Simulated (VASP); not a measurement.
Crystal: Ni3Cl4.

```
Ni Cl
1.0
     3.52333   -4.88247    0.00000
     3.52333    4.88247    0.00000
     0.00000    0.00000    3.53106
Ni Cl
3 4
Cartesian
  3.5233 0.0000 0.0000
  1.7617 2.4412 1.7655
  1.7617 -2.4412 1.7655
  3.5233 2.4493 0.0000
  3.5233 -2.4493 0.0000
  1.8721 0.0000 1.7655
  5.1745 0.0000 1.7655
```

The cell comes from a database or a generator and needn't be the stable form of this composition.

```yaml
Program: VASP 6.6.1
Task: single point
Functional: PBE
Potentials_or_basis: VASP PAW PBE potentials, release 64 (Ni, Cl)
Cutoff: 520 eV
k_mesh: 5 × 5 × 8
Occupations: fermi-dirac, width 0.05 eV
Spin: collinear spin, ferromagnetic start
Starting_moments: "[1.0, 1.0, 1.0, 0.0, 0.0, 0.0, 0.0] μB"
```

On this cell: pressure 0.9 GPa; largest force 0.029 eV/Å; net moment 4.00 μB per cell; site moments Ni +1.26, +1.06; Cl +0.12, +0.13 μB; band gap on the k mesh none (metal or under the smearing width).

The same run follows on a disturbed copy (atoms moved at random, drawn with an rms of 0.05 Å):

```xyz
7
Lattice="3.5233 -4.8825 0.0000 3.5233 4.8825 0.0000 0.0000 0.0000 3.5311" Properties=species:S:1:pos:R:3 pbc="T T T"
Ni    3.4685   -0.0273    0.0142
Ni    1.8026    2.4454    1.7576
Ni    1.7811   -2.4497    1.7462
Cl    3.5606    2.4141   -0.0092
Cl    3.5585   -2.4264   -0.0079
Cl    1.8665    0.0237    1.7643
Cl    5.1692   -0.0015    1.7825
```

What does the disturbed cell give?

The energy (extrapolated to zero smearing) moves by +2.3 meV/atom; pressure 1.2 GPa; largest force 0.254 eV/Å; net moment 4.00 μB per cell; site moments Ni +1.26, +1.06; Cl +0.12, +0.13 μB; band gap on the k mesh none (metal or under the smearing width).

Forces in eV/Å, atoms in the order of the input:
```
Ni   0.232  0.098 -0.036
Ni   0.000  0.045 -0.005
Ni   0.031  0.004  0.014
Cl  -0.028  0.124  0.015
Cl  -0.109 -0.115  0.015
Cl  -0.112 -0.110  0.012
Cl  -0.013 -0.047 -0.015
```

Stress tensor (GPa, compression positive):
```
 1.25  0.01 -0.04
 0.01  1.39  0.00
-0.04  0.00  0.86
```

Caveats: semilocal functionals often make such compounds metallic where correlation or magnetic order opens a gap, which also shifts bond lengths.
